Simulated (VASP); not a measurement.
The input files of a VASP run:

### POSCAR
```
InAs
1
   -0.0000000000     2.7743606870     2.7743606870
    2.7743606870     0.0000000000     2.7743606870
    2.7743606870     2.7743606870     0.0000000000
In As
1 1
Direct
  0.0000000000   1.0000000000   1.0000000000
  0.2500000000   0.2500000000   0.2500000000
```

File KPOINTS:
```
Automatic mesh
0
Gamma
8 8 8
0 0 0
```

### INCAR
```
SYSTEM = InAs
PREC = Accurate
ENCUT = 500
EDIFF = 1E-6
NELM = 100
ALGO = Normal
LREAL = .FALSE.
LASPH = .TRUE.
ISMEAR = 0
SIGMA = 0.05
GGA = PS
LMAXMIX = 4
LWAVE = .FALSE.
LCHARG = .FALSE.
IBRION = 2
ISIF = 3
NSW = 40
EDIFFG = -0.02
PSTRESS = 300
```

POTCAR, in this order: In_d As (PBE.64 set). Program: vasp_std.

Task: Translate this PBEsol calculation to Ansatz.

Result: One equivalent input (not run):
Ansatz 0.2 input:
```yaml
crystal:
  lattice:
    - [0.0000000, 2.7743607, 2.7743607]
    - [2.7743607, 0.0000000, 2.7743607]
    - [2.7743607, 2.7743607, 0.0000000]
  atoms:
    - { symbol: In, position: [0.0000000, 1.0000000, 1.0000000] }
    - { symbol: As, position: [0.2500000, 0.2500000, 0.2500000] }
kpoints:
  mp_grid: { grid: [8, 8, 8] }
hamiltonian:
  xc: pbesol
  pseudopotentials: { kind: paw }
scf:
  occupations: { method: gaussian, width: 0.05 }
  max_iter: 100
relax:
  max_steps: 40
  f_tol: 0.02
  cell: { p_target: 30 }
output: { forces: true, stress: true, eigenvalues: true }
```
Limits of the translation: each code has its own PAW files, so the cut-off isn't converted (ENCUT is set for VASP's; basis.ecutwfc is left out, and Ansatz then takes the one that its files recommend); Ansatz stops its SCF on the density residual and VASP on the energy change (EDIFF).

The compound is InAs in the zinc blende structure. It was relaxed first under an external pressure of 30 GPa.
